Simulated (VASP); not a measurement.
Given:

```xyz
2
Lattice="0.0000 2.9581 2.9581 2.9581 0.0000 2.9581 2.9581 2.9581 0.0000" Properties=species:S:1:pos:R:3 pbc="T T T"
Cd     0.0000     0.0000     0.0000
S      1.4791     1.4791     1.4791
```

All values below come from optB88-vdW, VASP's PBE PAW potentials (set 64) (plane waves; VASP 6.6.1). Run with 520 eV cut-off, Gaussian smearing of 0.050 eV, potentials Cd S.

Task: Give the energies of bands 6 to 11 at the high-symmetry points, in eV from the valence-band maximum.

Result: 
```csv
band,Γ,X,U,L,W
6,-7.21,-6.82,-6.70,-6.88,-6.66
7,0.00,-3.78,-3.75,-4.16,-3.71
8,0.00,-1.73,-2.35,-0.69,-2.08
9,0.00,-1.73,-1.41,-0.69,-2.05
10,0.93,3.55,4.16,2.85,5.17
11,6.52,4.22,5.28,6.97,5.39
```

The gap is direct, 0.92 eV, from the valence maximum at Γ to the conduction minimum at Γ.

Measured: gap 2.48 eV at 4 K (computed value off by -1.56 eV), as given by arXiv:1206.3780.

The compound is CdS in the zinc blende structure, a metastable form; wurtzite is the usual one. It was relaxed first, which changed the volume by +5 %.
